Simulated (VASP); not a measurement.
**RuAs (relaxed from the CsCl type structure, space group Pm-3m): computed properties**

Method: r2SCAN meta-GGA, VASP's PBE PAW potentials (set 64) (plane waves; VASP).

* **space group**: Pm-3m (221)
* **cell**: a = b = c = 3.058 Å, α = β = γ = 90.00°
* **volume per atom**: 14.29 Å^3/atom
* **band gap (over mesh and band path)**: none (metal, semimetal or under 0.01 eV)
* **density**: 10.22 g/cm³

RuAs has the cubic space group Pm-3m (No. 221), the CsCl type structure, Pearson symbol cP2. Cell: a = b = c = 3.058 Å, α = β = γ = 90.00°. Ru on 1a is coordinated by 8 As at 2.648 Å and 6 Ru at 3.058 Å. As on 1b is coordinated by 8 Ru at 2.648 Å and 6 As at 3.058 Å. (Neighbours: up to the widest gap in distance over summed covalent radii, below 1.35, at either atom; cation-cation and far metal-metal contacts left out.)

The structure was generated: RuAs was put into the CsCl type type (Pm-3m), which need not be its known phase. It was relaxed first, which changed the volume by -30 %. Symmetry was kept, so distortions that lower it aren't found. The electron count is odd and the run is not spin-polarised, which forces a metal.
